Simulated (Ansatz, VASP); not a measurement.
Zr3MoC in VASP and in Ansatz

File INCAR:

```
  PREC = Accurate
  ENCUT = 520
  EDIFF = 1E-6
  ISMEAR = 0
  SIGMA = 0.1
  LREAL = F
  LASPH = T
  NELM = 60
  ALGO = Normal
  ISIF = 2
  LWAVE = F
  LCHARG = F
  GGA = PE
  NBANDS = 35
```

The input KPOINTS:

```
Automatic mesh
0
Gamma
  4 4 4
```

The input POSCAR:

```
Zr3MoC
1.0
    4.3772499300      0.0000000000      0.0000000000
    0.0000000000      4.3772499300      0.0000000000
    0.0000000000      0.0000000000      4.3772499300
Zr Mo C
3 1 1
Direct
    0.5000000000      0.0000000000      0.5000000000
    0.0000000000      0.5000000000      0.5000000000
    0.5000000000      0.5000000000      0.0000000000
    0.0000000000      0.0000000000      0.0000000000
    0.5000000000      0.5000000000      0.5000000000
```

Input for Ansatz:

```yaml
crystal:
  lattice:
    - [4.37724993, 0.0, 0.0]
    - [0.0, 4.37724993, 0.0]
    - [0.0, 0.0, 4.37724993]
  atoms:
    - { symbol: Zr, position: [0.5, 0.0, 0.5] }
    - { symbol: Zr, position: [0.0, 0.5, 0.5] }
    - { symbol: Zr, position: [0.5, 0.5, 0.0] }
    - { symbol: Mo, position: [0.0, 0.0, 0.0] }
    - { symbol: C, position: [0.5, 0.5, 0.5] }
basis:
  ecutwfc: 420
kpoints:
  mp_grid: { grid: [4, 4, 4] }
hamiltonian:
  xc: pbe
scf:
  occupations: { method: gaussian, width: 0.1 }
  lower_state_search: "off"
output:
  forces: true
  stress: true
  eigenvalues: true
```

Change from the starting cell: species swapped into the Y3PbC type (Pm-3m, No. 221).

Alike in both runs: task single point; functional PBE; k mesh 4 × 4 × 4; occupations gaussian, width 0.1 eV; no spin polarisation.

|  | VASP | Ansatz |
| --- | --- | --- |
| version | VASP 6.6.1 | Ansatz 0.2.0 |
| potentials or method | VASP PAW PBE potentials, release 64 (Zr_sv, Mo_sv, C) | scalar-relativistic, plane waves, PAW |
| plane-wave cutoff (eV) | 520 | 420 |
| valence electrons in the cell | 54 | 54 |

```csv
,VASP,Ansatz,Ansatz less VASP
gap on the k mesh at the Fermi level (eV),none,none,-
pressure (GPa),16.4,16.2,-0.15
```

A gap of «none» marks a metal or a gap that the smearing closes. With one functional, cell and mesh, what is left measures potentials, basis and numerics.

Caveats: so large a pressure means that the cell lies far from this level's equilibrium, or that cutoff or potentials fall short (VASP).
